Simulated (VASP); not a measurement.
Here is the system:

```
Li2O
1.0
    3.07791     0.00000     0.00000
   -1.53896     2.66555     0.00000
    0.00000     0.00000     3.79942
O Li
1 2
Direct
  0.00000   0.00000   0.00000
  0.33333   0.66667   0.17988
  0.66667   0.33333   0.82012
```

Level of theory: PBEsol GGA, VASP's PBE PAW potentials (set 64) (plane waves; VASP). Numerical set-up: 600 eV cut-off, 8×8×6 Γ-centred mesh, Gaussian smearing of 0.050 eV, potentials O Li_sv.

Each relaxation starts from this cell; other phases were not tried.

Task: The cell is relaxed at 5 GPa. What happens?

Result: The volume per atom goes from 10.39 to 8.69 Å³ (-16.4 %), and the cell becomes a = b = 3.0200 Å, c = 3.3008 Å, α = β = 90.00°, γ = 120.00°, space group P-3m1.

Task: The cell is relaxed at 10 GPa. What happens?

Result: The volume per atom goes from 10.39 to 7.93 Å³ (-23.7 %), and the cell becomes a = b = 2.9790 Å, c = 3.0959 Å, α = β = 90.00°, γ = 120.00°, space group P-3m1.

Failed runs are left out, and for metals the shear rows, which the mesh's noise covers.

The structure was generated: Li2O was put into the CdI2 type (P-3m1), which need not be its known phase.
